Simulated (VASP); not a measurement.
Crystal: InAs.

```
In As
1.0
     0.00000    3.01800    3.01800
     3.01800    0.00000    3.01800
     3.01800    3.01800    0.00000
In As
1 1
Direct
  0.00000 0.00000 0.00000
  0.25000 0.25000 0.25000
```

The cell was built by a generator and needn't be a form met in nature.

* Program: VASP 6.6.1
* Task: relaxation of cell and atoms
* Functional: PBEsol
* Potentials or basis: VASP PAW PBE potentials, release 64 (In_d, As)
* Cutoff: 600 eV
* k mesh: 12 × 12 × 12
* Occupations: gaussian, width 0.1 eV
* Spin: no spin polarisation

At the start: pressure 1.6 GPa; volume 27.49 Å³/atom.

Problem. Where does the relaxation end?

Solution. Over 3 steps the energy falls by 3.7 meV/atom and the volume is 28.24 Å³/atom (+2.7 %); space group F-43m (No. 216, to 0.05 Å).

Step by step:
```csv
step,energy change (eV),largest force (eV/Å),pressure (GPa),volume (Å³)
1,0.0000,0.0000,1.61,54.98
2,-0.0058,0.0000,-0.70,57.21
3,-0.0074,0.0000,0.01,56.49
```

Final structure:
```
CELL_PARAMETERS angstrom
0.00000 3.04538 3.04538
3.04538 0.00000 3.04538
3.04538 3.04538 0.00000
ATOMIC_POSITIONS crystal
In 0.00000 0.00000 0.00000
As 0.25000 0.25000 0.25000
```

Caveat: the PAW data sets were made with another functional, which shifts forces and pressure a little.
